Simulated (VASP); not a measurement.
An input for Ansatz (written as the equivalent of a VASP run, and not itself run):

Ansatz 0.2 input:
```yaml
crystal:
  lattice:
    - [0.0000000, 3.0600000, 3.0600000]
    - [3.0600000, 0.0000000, 3.0600000]
    - [3.0600000, 3.0600000, 0.0000000]
  atoms:
    - { symbol: Li, position: [0.2500000, 0.2500000, 0.2500000] }
    - { symbol: Li, position: [0.7500000, 0.7500000, 0.7500000] }
    - { symbol: Se, position: [0.0000000, 0.0000000, 0.0000000] }
kpoints:
  mp_grid: { grid: [6, 6, 6] }
hamiltonian:
  xc: pbe
  pseudopotentials: { kind: paw }
scf:
  occupations: { method: gaussian, width: 0.05 }
  max_iter: 100
output: { forces: true, stress: true, eigenvalues: true }
```

**Question.** Translate this input to VASP (INCAR, KPOINTS, POSCAR, choice of POTCAR).

**Answer.** One answer among several that fit: 
File POSCAR:
```
Li2Se
1
    0.0000000000     3.0600000000     3.0600000000
    3.0600000000     0.0000000000     3.0600000000
    3.0600000000     3.0600000000     0.0000000000
Li Se
2 1
Direct
  0.2500000000   0.2500000000   0.2500000000
  0.7500000000   0.7500000000   0.7500000000
  0.0000000000   0.0000000000   0.0000000000
```

**INCAR**
```
SYSTEM = Li2Se
PREC = Accurate
ENCUT = 520
EDIFF = 1E-6
NELM = 100
ALGO = Normal
LREAL = .FALSE.
LASPH = .TRUE.
ISMEAR = 0
SIGMA = 0.05
GGA = PE
LMAXMIX = 4
LWAVE = .FALSE.
LCHARG = .FALSE.
ISIF = 2
```

File KPOINTS:
```
Automatic mesh
0
Gamma
6 6 6
0 0 0
```

POTCAR, in this order: Li_sv Se (PBE.64 set). Program: vasp_std.

Limits of the translation: each code has its own PAW files, so the cut-off isn't converted (ENCUT is set for VASP's; basis.ecutwfc is left out, and Ansatz then takes the one that its files recommend); Ansatz stops its SCF on the density residual and VASP on the energy change (EDIFF).

The compound is Li2Se in the antifluorite structure. The cell was not relaxed at this level.
